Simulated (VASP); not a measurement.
Runs of VASP 6.6.1 on F2. The cell holds a molecule in a box, 2 atoms: a = 10.000 Å, b = 10.500 Å, c = 11.000 Å, α = 90.00°, β = 90.00°, γ = 90.00°. 

```csv
level,potentials or basis,cutoff (eV),smearing,gap on the mesh (eV),largest force (eV/Å)
r2SCAN,"VASP PAW PBE potentials, release 64 (F)",520,gaussian 0.02 eV,(b),0.04
PBEsol,"VASP PAW PBE potentials, release 64 (F_h)",900,gaussian 0.02 eV,(a),0.38
PBEsol,"VASP PAW PBE potentials, release 64 (F)",700,gaussian 0.02 eV,3.51,0.05
PBEsol,"VASP PAW PBE potentials, release 64 (F)",520,gaussian 0.02 eV,3.51,-
PBEsol,"VASP PAW PBE potentials, release 64 (F)",520,gaussian 0.5 eV,3.51,-
```

Alike in all rows: task single point; no spin polarisation; cell as given; k mesh 1 × 1 × 1.

**Question.** Fill in the values left out.

**Answer.** (a) 3.59; (b) 4.50.

Caveats: the PAW data sets were made with another functional, which shifts forces and pressure a little.

A k mesh can miss the band edges.

Not every run made on this cell is shown here.
